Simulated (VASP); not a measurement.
Be2Al5:

```
CELL_PARAMETERS angstrom
6.41056 0.00000 0.00000
0.00000 6.41056 0.00000
0.00000 0.00000 2.68806
ATOMIC_POSITIONS crystal
Be 0.50000 0.00000 0.00000
Be 0.00000 0.50000 0.00000
Al 0.79066 0.79066 0.50000
Al 0.20934 0.20934 0.50000
Al 0.20934 0.79066 0.50000
Al 0.79066 0.20934 0.50000
Al 0.50000 0.50000 0.50000
```

The cell was built by a generator and needn't be a form met in nature.

* Program: VASP 6.6.1
* Task: relaxation of cell and atoms
* Functional: BLYP
* Potentials or basis: VASP PAW PBE potentials, release 64 (Be, Al)
* Cutoff: 600 eV
* k mesh: 3 × 3 × 7
* Occupations: fermi-dirac, width 0.05 eV
* Spin: no spin polarisation

At the start: pressure 3.5 GPa; volume 15.78 Å³/atom.

Question: How do energy, volume and symmetry change on relaxing?

Answer: Over 6 steps the energy falls by 12.2 meV/atom and the volume is 16.75 Å³/atom (+6.1 %); space group P4/mmm (No. 123, to 0.05 Å).

Step by step:
| step | energy change (eV) | largest force (eV/Å) | pressure (GPa) | volume (Å³) |
| --- | --- | --- | --- | --- |
| 1 | 0.0000 | 0.0202 | 3.46 | 110.47 |
| 2 | -0.0620 | 0.0020 | 0.25 | 116.01 |
| 3 | -0.0623 | 0.0008 | -0.01 | 116.51 |
| 4 | -0.0642 | 0.0039 | -0.02 | 116.59 |
| 5 | -0.0722 | 0.0084 | -0.04 | 116.82 |
| 6 | -0.0851 | 0.0006 | -0.02 | 117.25 |

Final structure:
```yaml
crystal:
  lattice:
    - [6.62872, 0.00000, 0.00000]
    - [0.00000, 6.62872, 0.00000]
    - [0.00000, 0.00000, 2.66850]
  atoms:
    - { symbol: Be, position: [0.50000, 0.00000, 0.00000] }
    - { symbol: Be, position: [0.00000, 0.50000, 0.00000] }
    - { symbol: Al, position: [0.79084, 0.79084, 0.50000] }
    - { symbol: Al, position: [0.20916, 0.20916, 0.50000] }
    - { symbol: Al, position: [0.20916, 0.79084, 0.50000] }
    - { symbol: Al, position: [0.79084, 0.20916, 0.50000] }
    - { symbol: Al, position: [0.50000, 0.50000, 0.50000] }
```

Caveat: the PAW data sets were made with another functional, which shifts forces and pressure a little.
